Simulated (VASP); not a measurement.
**PbSe (relaxed from the CsCl structure, space group Pm-3m): computed properties**

All values below come from r2SCAN meta-GGA, VASP's PBE PAW potentials (set 64) (plane waves; VASP 6.6.1).

For PbSe, the space group is Pm-3m (221). The cell is a = 3.763 Å, b = 3.763 Å, c = 3.763 Å, α = 90.00°, β = 90.00°, γ = 90.00° and the volume per atom is 26.64 Å^3/atom. The band gap (over mesh and band path) comes out as none (metal, semimetal or under 0.01 eV) and the density is 8.92 g/cm³.

```yaml
crystal:
  lattice:
    - [3.76296, 0.00000, 0.00000]
    - [0.00000, 3.76296, 0.00000]
    - [0.00000, 0.00000, 3.76296]
  atoms:
    - { symbol: Pb, position: [0.00000, 0.00000, 0.00000] }
    - { symbol: Se, position: [0.50000, 0.50000, 0.50000] }
```

Unless said otherwise, spin-orbit coupling is left out, though it shifts the bands of the heavy elements here.

The structure was generated: PbSe was put into the CsCl type (Pm-3m), which need not be its known phase. It was relaxed first, which changed the volume by +11 %. Symmetry was kept, so distortions that lower it aren't found.
